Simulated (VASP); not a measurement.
An input for Ansatz (written as the equivalent of a VASP run, and not itself run):

Ansatz 0.2 input:
```yaml
crystal:
  lattice:
    - [3.8644300, 0.0000000, 0.0000000]
    - [-1.9322150, 3.3466950, 0.0000000]
    - [0.0000000, 0.0000000, 31.6095360]
  atoms:
    - { symbol: Zn, position: [0.6666670, 0.3333330, 0.2000000] }
    - { symbol: Zn, position: [0.3333330, 0.6666670, 0.7000000] }
    - { symbol: Zn, position: [0.0000000, 0.0000000, 0.8000000] }
    - { symbol: Zn, position: [0.0000000, 0.0000000, 0.3000000] }
    - { symbol: Zn, position: [0.6666670, 0.3333330, 0.9000000] }
    - { symbol: Zn, position: [0.3333330, 0.6666670, 0.4000000] }
    - { symbol: Zn, position: [0.3333330, 0.6666670, 0.1001000] }
    - { symbol: Zn, position: [0.6666670, 0.3333330, 0.6001000] }
    - { symbol: Zn, position: [0.0000000, 0.0000000, 0.0001000] }
    - { symbol: Zn, position: [0.0000000, 0.0000000, 0.5001000] }
    - { symbol: S, position: [0.6666670, 0.3333330, 0.2749000] }
    - { symbol: S, position: [0.3333330, 0.6666670, 0.7749000] }
    - { symbol: S, position: [0.0000000, 0.0000000, 0.0750000] }
    - { symbol: S, position: [0.0000000, 0.0000000, 0.5750000] }
    - { symbol: S, position: [0.6666670, 0.3333330, 0.6750000] }
    - { symbol: S, position: [0.3333330, 0.6666670, 0.1750000] }
    - { symbol: S, position: [0.0000000, 0.0000000, 0.8749000] }
    - { symbol: S, position: [0.0000000, 0.0000000, 0.3749000] }
    - { symbol: S, position: [0.3333330, 0.6666670, 0.4751000] }
    - { symbol: S, position: [0.6666670, 0.3333330, 0.9751000] }
kpoints:
  mp_grid: { grid: [10, 10, 1] }
hamiltonian:
  xc: pbe
  pseudopotentials: { kind: paw }
scf:
  occupations: { method: gaussian, width: 0.01 }
  max_iter: 100
output: { forces: true, stress: true, eigenvalues: true }
```

Question: Translate this input to VASP (INCAR, KPOINTS, POSCAR, choice of POTCAR).

Answer: This is not unique; one that fits is 
### POSCAR
```
ZnS
1
    3.8644300000     0.0000000000     0.0000000000
   -1.9322150000     3.3466950000     0.0000000000
    0.0000000000     0.0000000000    31.6095360000
Zn S
10 10
Direct
  0.6666670000   0.3333330000   0.2000000000
  0.3333330000   0.6666670000   0.7000000000
  0.0000000000   0.0000000000   0.8000000000
  0.0000000000   0.0000000000   0.3000000000
  0.6666670000   0.3333330000   0.9000000000
  0.3333330000   0.6666670000   0.4000000000
  0.3333330000   0.6666670000   0.1001000000
  0.6666670000   0.3333330000   0.6001000000
  0.0000000000   0.0000000000   0.0001000000
  0.0000000000   0.0000000000   0.5001000000
  0.6666670000   0.3333330000   0.2749000000
  0.3333330000   0.6666670000   0.7749000000
  0.0000000000   0.0000000000   0.0750000000
  0.0000000000   0.0000000000   0.5750000000
  0.6666670000   0.3333330000   0.6750000000
  0.3333330000   0.6666670000   0.1750000000
  0.0000000000   0.0000000000   0.8749000000
  0.0000000000   0.0000000000   0.3749000000
  0.3333330000   0.6666670000   0.4751000000
  0.6666670000   0.3333330000   0.9751000000
```

KPOINTS:
```
Automatic mesh
0
Gamma
10 10 1
0 0 0
```

INCAR:
```
SYSTEM = ZnS
PREC = Accurate; ENCUT = 300; LREAL = Auto
LASPH = .True.
EDIFF = 1E-6; NELM = 100; ALGO = Normal
LMAXMIX = 4
ISMEAR = 0; SIGMA = 0.01
GGA = PE
ISIF = 2
LWAVE = .False.; LCHARG = .False.
```

POTCAR, in this order: Zn S (PBE.64 set). Program: vasp_std.

The two are equivalent in intent, not identical: each code has its own PAW files, so the cut-off isn't converted (ENCUT is set for VASP's; basis.ecutwfc is left out, and Ansatz then takes the one that its files recommend); Ansatz stops its SCF on the density residual and VASP on the energy change (EDIFF).

The structure comes from a computed database's ZnS entry; how it stands against other phases isn't given here. The cell was not relaxed at this level.
